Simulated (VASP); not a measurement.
These are r2SCAN meta-GGA, VASP's PBE PAW potentials (set 64) (plane waves; VASP 6.6.1) values and carry that method's errors.

VASP ran on this input.

**KPOINTS**
```
Automatic
0
G
12 12 6
```

POSCAR:
```
Er
11.0738240
  0.1624792870  -0.2800222287   0.0000000000
  0.1624792870   0.2800222287   0.0000000000
  0.0000000000   0.0000000000   0.4999999942
Er
2
Cart
  0.1624792870   0.0933409296   0.1249999986
  0.1624792870  -0.0933409296   0.3749999957
```

### INCAR
```
# general
SYSTEM =Er
PREC   =Accurate
ENCUT  =480
LREAL  =F
LASPH  =T

# electronic loop
EDIFF  =1E-7
NELM   =100
ALGO   =Normal
LMAXMIX=6
LMIXTAU=T

# smearing
ISMEAR =1
SIGMA  =0.1

# functional
METAGGA=R2SCAN

# ions
ISIF   =2

# output
LWAVE  =F
LCHARG =F
```

POTCAR, in this order: Er_3 (PBE.64 set). Program: vasp_std.

The 4f electrons are frozen in the core of the lanthanide potential, so 4f levels, which can set the real gap, and their magnetism are missing.

Task: What does the run give for the energy per atom (σ→0), band gap (on the k-mesh)?

Result: 
The energy per atom (σ→0) is -3271.7 kJ/mol-atom and the band gap (on the k-mesh) is none (metal, semimetal or under 0.01 eV).

File OSZICAR:
```
...
DAV:  18    -0.678171067344E+02    0.15699E-04   -0.10242E-05  7278   0.400E-02    0.211E-02
DAV:  19    -0.678171067327E+02    0.17421E-08   -0.10974E-06  7216   0.145E-02    0.411E-03
DAV:  20    -0.678171031147E+02    0.36180E-05   -0.50947E-06  6845   0.208E-02    0.202E-03
DAV:  21    -0.678171037797E+02   -0.66498E-06   -0.81060E-07  7161   0.114E-02    0.389E-03
DAV:  22    -0.678171039269E+02   -0.14714E-06   -0.18179E-07  4025   0.783E-03    0.862E-04
DAV:  23    -0.678171041590E+02   -0.23219E-06   -0.39366E-08  2851   0.687E-03    0.121E-03
DAV:  24    -0.678171040864E+02    0.72652E-07   -0.31720E-08  2821   0.479E-03
   1 F= -.67817104E+02 E0= -.67817868E+02  d E =0.229061E-02
```

The compound is Er in the hcp structure. This cell was strained or had an atom moved on purpose.
